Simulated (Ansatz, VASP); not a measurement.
Two plane-wave programs on CaZr

Contents of INCAR:

```
SYSTEM = CaZr
PREC = Accurate
ENCUT = 600
EDIFF = 1E-6
ISMEAR = 0
SIGMA = 0.1
LREAL = .FALSE.
LASPH = .TRUE.
NELM = 60
ALGO = Normal
ISIF = 3
LWAVE = .FALSE.
LCHARG = .FALSE.
GGA = PE
IBRION = 2
NSW = 90
EDIFFG = -0.04
```

Contents of KPOINTS:

```
Automatic mesh
0
G
  4 4 4
  0 0 0
```

The input POSCAR:

```
CaZr
1.0
    3.7502781300      0.0000000000      0.0000000000
    0.0000000000      3.7502781300      0.0000000000
    0.0000000000      0.0000000000      3.7502781300
Ca Zr
1 1
Direct
    0.5000000000      0.5000000000      0.5000000000
    0.0000000000      0.0000000000      0.0000000000
```

Input for Ansatz:

```yaml
crystal:
  lattice:
    - [3.75027813, 0.0, 0.0]
    - [0.0, 3.75027813, 0.0]
    - [0.0, 0.0, 3.75027813]
  atoms:
    - { symbol: Ca, position: [0.5, 0.5, 0.5] }
    - { symbol: Zr, position: [0.0, 0.0, 0.0] }
basis:
  ecutwfc: 420
kpoints:
  mp_grid: { grid: [4, 4, 4] }
hamiltonian:
  xc: pbe
scf:
  occupations: { method: gaussian, width: 0.1 }
  lower_state_search: "off"
output:
  forces: true
  stress: true
  eigenvalues: true
relax:
  adjacent_minimum: "off"
  f_tol: 0.04
  max_steps: 70
  cell: { stress_tol: 0.4 }
```

Change from the starting cell: species swapped into the TmMg type (Pm-3m, No. 221).

Alike in both runs: task relaxation of cell and atoms; functional PBE; k mesh 4 × 4 × 4; occupations gaussian, width 0.1 eV; no spin polarisation.

|  | VASP | Ansatz |
| --- | --- | --- |
| version | VASP 6.6.1 | Ansatz 0.2.0 |
| potentials or method | VASP PAW PBE potentials, release 64 (Ca_sv, Zr_sv) | scalar-relativistic, plane waves, PAW |
| plane-wave cutoff (eV) | 600 | 420 |
| valence electrons in the cell | 22 | 22 |

```tsv
	VASP	Ansatz	Ansatz less VASP
gap on the k mesh at the Fermi level, each at its own relaxed structure (eV)	none	none	-
relaxed volume (Å³/atom)	29.09	29.12	+0.035
relaxed cell length with the largest relative difference (Å)	3.875	3.876	+0.0016
energy change over the relaxation (meV/atom)	-40	-39	+1.0
```

A gap of «none» marks a metal or a gap that the smearing closes.

Caveats: the k mesh is coarse (spacing up to 0.42 Å⁻¹), so the values aren't converged.
